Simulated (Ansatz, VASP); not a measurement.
# Se (Selenium) in two plane-wave programs, part 2 of 2

Wanted: the spread between two codes on one cell, functional and k mesh.  Valence electrons are named where the data sets of a main pair hold unlike numbers.

VASP 6.6.1 and Ansatz 0.2.0.

So far: The structure; VASP: band structure, r2SCANh with an exact-exchange share of 0.1; Ansatz: band structure, r2SCANh with an exact-exchange share of 0.1.

## 4. Comparison

Known differences besides the potentials themselves: exact exchange at q = 0 is treated differently, which shows on coarse meshes; VASP keeps PBE cores, Ansatz makes them for the functional; the data sets hold 48 valence electrons in Ansatz (on its default PAW (the set named soft_2) files) and 18 in VASP; the cutoff is 500 eV in Ansatz and 400 eV in VASP; VASP takes a coarser grid for exact exchange (PRECFOCK = Fast). Total energies have different zeros and are not compared.

Both answers:

```tsv
quantity	Ansatz	VASP	difference
gap over the path points (eV)	1.733	1.721	+0.012
```

Forces (eV/Å; atoms numbered as in POSCAR):

```tsv
atom	Ansatz x, y, z	VASP x, y, z
Se1	-0.147, 0.000, 0.000	-0.165, 0.000, 0.000
Se2	0.073, -0.127, 0.000	0.082, -0.143, 0.000
Se3	0.073, 0.127, 0.000	0.082, 0.143, 0.000
```

Levels at points of the path, from each program's valence-band top (eV; 4 filled, then empty):

```tsv
k (reciprocal lattice)	Ansatz	VASP
0.000 0.000 0.000	-4.05 -2.33 -2.33 -0.59 2.66 2.66 2.93	-4.04 -2.33 -2.33 -0.59 2.65 2.65 2.93
0.400 0.000 0.000	-3.87 -2.87 -1.97 -1.16 2.68 3.05 4.63	-3.85 -2.86 -1.96 -1.15 2.68 3.04 4.62
0.400 0.200 0.000	-3.42 -3.12 -2.44 -1.66 3.25 3.80 4.66	-3.41 -3.11 -2.44 -1.65 3.24 3.79 4.65
0.200 0.200 0.000	-3.65 -2.60 -2.06 -1.40 2.99 3.36 3.91	-3.64 -2.59 -2.05 -1.39 2.98 3.35 3.90
0.000 0.000 0.100	-3.95 -2.34 -2.21 -0.67 2.55 2.58 2.83	-3.95 -2.34 -2.20 -0.67 2.54 2.57 2.83
0.000 0.000 0.500	-3.67 -1.76 -1.76 -1.35 1.94 1.94 1.95	-3.67 -1.75 -1.75 -1.34 1.94 1.94 1.94
0.400 0.000 0.500	-4.52 -2.06 -1.53 -0.27 2.40 3.31 3.73	-4.52 -2.06 -1.52 -0.27 2.39 3.31 3.72
0.500 0.000 0.500	-4.59 -2.10 -1.54 0.00 2.35 3.45 3.75	-4.59 -2.10 -1.54 0.00 2.34 3.45 3.75
0.400 0.200 0.500	-5.13 -1.25 -1.05 -0.07 2.00 3.44 3.63	-5.12 -1.25 -1.05 -0.06 1.99 3.43 3.63
0.333 0.333 0.500	-5.38 -1.14 -0.29 -0.29 1.73 3.51 3.51	-5.36 -1.14 -0.29 -0.29 1.72 3.50 3.50
```

The forces differ by 10 meV/Å r.m.s., which is 10.8 % of the r.m.s. force of 0.095 eV/Å (both taken over all components). Among the levels compared at these points, filled levels agree within 14 meV and empty ones within 12 meV.

## 5. VASP: band structure, r2SCAN-EpsX with an exact-exchange share of 0.09

The same path points are solved in both programs, so levels can be compared one by one.

The run reads the wave functions of an earlier VASP run, which isn't shown here.

File INCAR:

```
SYSTEM = Se
PREC = Accurate
ENCUT = 400
EDIFF = 1E-06
NELM = 100
ISMEAR = 0
SIGMA = 0.02
LREAL = .FALSE.
ALGO = Normal
LHFCALC = .TRUE.
AEXX = 0.09
METAGGA = R2SCAN
LASPH = .TRUE.
NBANDS = 15
PRECFOCK = Fast
HFRCUT = -1
LORBIT = 11
LWAVE = .FALSE.
LCHARG = .FALSE.
KPAR = 4
```

File POSCAR:

```
Se
1.0
    4.3662000000      0.0000000000      0.0000000000
   -2.1831000000      3.7812401180      0.0000000000
    0.0000000000      0.0000000000      4.9536000000
Se
3
Direct
    0.2254000000      0.0000000000      0.3333333333
    0.0000000000      0.2254000000      0.6666666667
    0.7746000000      0.7746000000      0.0000000000
```

File KPOINTS:

```
Automatic mesh
0
Gamma
4 4 3
0 0 0
```

File KPOINTS_OPT:

```
Line mode
6
Line-mode
Reciprocal
  0.00000000   0.00000000   0.00000000 GAMMA
  0.50000000   0.00000000   0.00000000 M

  0.50000000   0.00000000   0.00000000 M
  0.33333333   0.33333333   0.00000000 K

  0.33333333   0.33333333   0.00000000 K
  0.00000000   0.00000000   0.00000000 GAMMA

  0.00000000   0.00000000   0.00000000 GAMMA
  0.00000000   0.00000000   0.50000000 A

  0.00000000   0.00000000   0.50000000 A
  0.50000000   0.00000000   0.50000000 L

  0.50000000   0.00000000   0.50000000 L
  0.33333333   0.33333333   0.50000000 H

  0.33333333   0.33333333   0.50000000 H
  0.00000000   0.00000000   0.50000000 A

  0.50000000   0.00000000   0.50000000 L
  0.50000000   0.00000000   0.00000000 M

  0.33333333   0.33333333   0.00000000 K
  0.33333333   0.33333333   0.50000000 H
```

The projector-augmented-wave data sets are Se (PBE family, release 64).

The run is started by

```
> mpirun -np 4 vasp_std
```

Numbers of over 12 decimals in the logs are rounded to 6 here.

The log of the run:

```text
[banner, memory and clock lines left out]
running    4 mpi-ranks, on    1 nodes
[...]
[... a notice as in an earlier step ...]

 LDA part: xc-table for (None), standard interpolation
 found WAVECAR, reading the header
 POSCAR, INCAR and KPOINTS ok, starting setup
[...]
HFRCUT set to (new)   9.785969
 reading WAVECAR
 the WAVECAR file was read successfully
 initial charge from wavefunction
 entering main loop
       N       E                     dE             d eps       ncg     rms          rms(c)
DAV:   1    -0.416752748895E+02   -0.41675E+02   -0.52743E-01   270   0.624E+00    0.141E+00
DAV:   2    -0.416799931743E+02   -0.47183E-02   -0.18611E-02   375   0.886E-01    0.847E-01
DAV:   3    -0.416793191350E+02    0.67404E-03   -0.77031E-04   375   0.218E-01    0.488E-01
DAV:   4    -0.416791256805E+02    0.19345E-03   -0.27013E-04   375   0.128E-01    0.269E-01
DAV:   5    -0.416790780068E+02    0.47674E-04   -0.51771E-05   382   0.577E-02    0.153E-01
DAV:   6    -0.416790661401E+02    0.11867E-04   -0.14949E-05   375   0.328E-02    0.865E-02
DAV:   7    -0.416790642554E+02    0.18847E-05   -0.53453E-06   375   0.205E-02    0.489E-02
DAV:   8    -0.416790645869E+02   -0.33149E-06   -0.18612E-06   284   0.127E-02
   1 F= -.41679065E+02 E0= -.41679065E+02  d E =-.129074E-25
 Start KPOINTS_OPT (optional k-point list driver)
k-point batch [1-9\54]
       N       E                     dE             ncg
DAV:   1     0.969505926107E+02   -0.25161E+04      270
DAV:   2    -0.695099541132E+03   -0.79205E+03      347
DAV:   3    -0.755164256170E+03   -0.60065E+02      319
DAV:   4    -0.755797674876E+03   -0.63342E+00      368
DAV:   5    -0.755801321477E+03   -0.36466E-02      382
DAV:   6    -0.755801358953E+03   -0.37476E-04      354
DAV:   7    -0.755801359518E+03   -0.56544E-06      313
[...]
k-point batch [46-54\54]
       N       E                     dE             ncg
DAV:   1     0.369891757649E+02   -0.44036E+04      270
DAV:   2    -0.712820323622E+03   -0.74981E+03      354
DAV:   3    -0.768331061217E+03   -0.55511E+02      305
DAV:   4    -0.768960869132E+03   -0.62981E+00      354
DAV:   5    -0.768964670954E+03   -0.38018E-02      375
DAV:   6    -0.768964704072E+03   -0.33117E-04      375
DAV:   7    -0.768964704476E+03   -0.40450E-06      296
```

OUTCAR, selected parts (step 5):

```text
 POSITION                                       TOTAL-FORCE (eV/Angst)
 -----------------------------------------------------------------------------------
      0.98414      0.00000      1.65120        -0.144746      0.000000      0.000000
     -0.49207      0.85229      3.30240         0.072373     -0.125353     -0.000000
      1.69103      2.92895      0.00000         0.072373      0.125353      0.000000
 -----------------------------------------------------------------------------------
    total drift:                               -0.000002     -0.000005      0.000000

  FREE ENERGIE OF THE ION-ELECTRON SYSTEM (eV)
  ---------------------------------------------------
  free  energy   TOTEN  =       -41.6790645869 eV

  energy  without entropy=      -41.6790645869  energy(sigma->0) =      -41.67906459

[... 2 parts as in an earlier step ...]

[... 1 further part left out ...]
[key lines of the parts left out:]
E-fermi :   1.9406
```

## 6. Ansatz: band structure, r2SCAN-EpsX with an exact-exchange share of 0.09

The same cell, functional, mesh and smearing now go to Ansatz, which takes its cutoff from its data sets.

File input.yaml:

```yaml
crystal:
  lattice:
    - [4.3662, 0.0, 0.0]
    - [-2.1831, 3.781240118, 0.0]
    - [0.0, 0.0, 4.9536]
  atoms:
    - { symbol: Se, position: [0.2254, 0.0, 0.3333333333] }
    - { symbol: Se, position: [0.0, 0.2254, 0.6666666667] }
    - { symbol: Se, position: [0.7746, 0.7746, 0.0] }
hamiltonian:
  xc: { exchange: r2scan, correlation: r2scan, exx: { coeff: 0.09 } }
  pseudopotentials: { kind: paw }
kpoints:
  mp_grid: { grid: [4, 4, 3] }
  band_path:
    path:
      - [0.0, 0.0, 0.0]
      - [0.4, 0.0, 0.0]
      - [0.4, 0.2, 0.0]
      - [0.2, 0.2, 0.0]
      - [0.0, 0.0, 0.1]
      - [0.0, 0.0, 0.5]
      - [0.4, 0.0, 0.5]
      - [0.5, 0.0, 0.5]
      - [0.4, 0.2, 0.5]
      - [0.33333, 0.33333, 0.5]
      - [0.2, 0.2, 0.5]
      - [0.5, 0.0, 0.4]
      - [0.33333, 0.33333, 0.0]
      - [0.33333, 0.33333, 0.5]
    npoints: 1
scf:
  occupations: { method: gaussian, width: 0.02 }
  n_extra_bands: 7
output:
  forces: true
  stress: true
  eigenvalues: true
```

The run is started by

```
> ansatz run input.yaml --threads 4 --pin off --max-ram 9216MiB --backend cpu --events-out ev --progress --plain --runs-dir out
```

The log of the run:

```text
[...]
Crystal: 3 atoms, lattice volume = 81.782 Å³
Basis set: ecut = 500 eV, 2017 PW (Γ), exchange–correlation on 128×128×160 points (64 copies of the dense FFT grid, shifted against one another)
Bands: 31, of which v1, the nominal top of the filled ones, is band 24 counted from 1 (23 counted from 0)
Symmetry: 6 space group operations
[...]
k-points: 9 of 48 (time reversal used)
[...]
P = ⅓ Tr σ = 0.8129 GPa (8.129 kbar)
--- Band table (eV; the first three rows and the last of 9) ---
  k-point 0: bands = [... 20 lower, 2.3763, 4.0983, 4.0983, 5.8343, 9.0207, 9.0207, 9.2870, 13.6345, ... 3 higher]
  k-point 1: bands = [... 20 lower, 2.7176, 4.3497, 4.8301, 5.1451, 8.3856, 8.4488, 8.5899, 13.8704, ... 3 higher]
  k-point 2: bands = [... 20 lower, 2.5295, 4.1318, 4.5707, 5.4436, 9.0021, 9.1406, 9.9432, 13.2396, ... 3 higher]
  k-point 8: bands = [... 20 lower, 2.0343, 4.2663, 5.1963, 6.0240, 8.7614, 9.7441, 10.3271, 13.6583, ... 3 higher]
[key lines of the parts left out:]
Free energy (F): -16433.511897 eV
Fermi energy:    7.204948 eV
```

Wall time 44 s (4 threads of Intel Xeon Platinum 8488C (Sapphire Rapids), shared host); peak memory 1.2 GiB; 2.6 min of CPU time.

## 7. Differences

What differs besides the data sets and the points named for the pairs above, as far as they apply: the data sets hold 48 valence electrons in Ansatz (on its default PAW (the set named soft_2) files) and 18 in VASP. Total energies have different zeros and are not compared.

The two programs side by side:

```tsv
quantity	Ansatz	VASP	difference
gap over the path points (eV)	1.685	1.673	+0.012
```

Forces (eV/Å; atoms numbered as in POSCAR):

```tsv
atom	Ansatz x, y, z	VASP x, y, z
Se1	-0.129, 0.000, 0.000	-0.145, 0.000, 0.000
Se2	0.065, -0.112, 0.000	0.072, -0.125, 0.000
Se3	0.065, 0.112, 0.000	0.072, 0.125, 0.000
```

Levels at points of the path, from each program's valence-band top (eV; 4 filled, then empty):

```tsv
k (reciprocal lattice)	Ansatz	VASP
0.000 0.000 0.000	-4.04 -2.32 -2.32 -0.58 2.60 2.60 2.87	-4.03 -2.31 -2.31 -0.58 2.60 2.60 2.87
0.400 0.000 0.000	-3.85 -2.85 -1.96 -1.15 2.63 2.99 4.57	-3.84 -2.85 -1.95 -1.14 2.63 2.99 4.56
0.400 0.200 0.000	-3.40 -3.10 -2.43 -1.65 3.19 3.75 4.60	-3.39 -3.10 -2.43 -1.64 3.19 3.74 4.59
0.200 0.200 0.000	-3.64 -2.58 -2.05 -1.39 2.93 3.31 3.85	-3.63 -2.58 -2.04 -1.38 2.93 3.30 3.85
0.000 0.000 0.100	-3.94 -2.33 -2.19 -0.66 2.50 2.52 2.77	-3.94 -2.32 -2.18 -0.66 2.49 2.52 2.77
0.000 0.000 0.500	-3.66 -1.74 -1.74 -1.34 1.89 1.89 1.90	-3.65 -1.74 -1.74 -1.33 1.89 1.89 1.89
0.400 0.000 0.500	-4.50 -2.05 -1.52 -0.26 2.35 3.26 3.67	-4.50 -2.05 -1.51 -0.26 2.34 3.26 3.67
0.500 0.000 0.500	-4.57 -2.09 -1.53 0.00 2.30 3.40 3.70	-4.57 -2.09 -1.53 0.00 2.29 3.40 3.69
0.400 0.200 0.500	-5.11 -1.25 -1.05 -0.06 1.96 3.38 3.58	-5.10 -1.24 -1.04 -0.06 1.95 3.38 3.57
0.333 0.333 0.500	-5.35 -1.14 -0.29 -0.29 1.69 3.45 3.45	-5.34 -1.14 -0.29 -0.29 1.67 3.44 3.44
```

The forces differ by 8.9 meV/Å r.m.s., which is 10.6 % of the r.m.s. force of 0.084 eV/Å (both taken over all components). Among the levels compared at these points, filled levels agree within 13 meV and empty ones within 12 meV.

## 8. Summary of results

| Item | Value |
| --- | --- |
| largest difference of a filled level at the path points (band structure, r2SCANh with an exact-exchange share of 0.1) | 14 meV |
| r.m.s. force difference (band structure, r2SCANh with an exact-exchange share of 0.1) | 10 meV/Å |
| largest difference of a filled level at the path points (band structure, r2SCAN-EpsX with an exact-exchange share of 0.09) | 13 meV |
| r.m.s. force difference (band structure, r2SCAN-EpsX with an exact-exchange share of 0.09) | 8.9 meV/Å |

What this shows: The r.m.s. force difference is 10 meV/Å (band structure, r2SCANh with an exact-exchange share of 0.1), within the 12 meV/Å picked in this series as the mark of a large difference. The data sets hold unlike numbers of valence electrons (48 in Ansatz and 18 in VASP), so part of the differences comes from the potentials. Such differences can come from data sets, numerical settings and the points named under the comparisons, not from the functional's error against experiment.

[Lines on the potential files, build, host, timing and source positions are cut from VASP's logs without a mark.]

[Logs are printed without paths, hosts, clocks, repeated set-up lines and the standing remarks that a program may print on its own settings, such as how far it seeks lower states.]

[Hosts, paths, dates, database ids (printed as entryN), source tags and the programs' standing remarks are cut or masked in the printed files.]
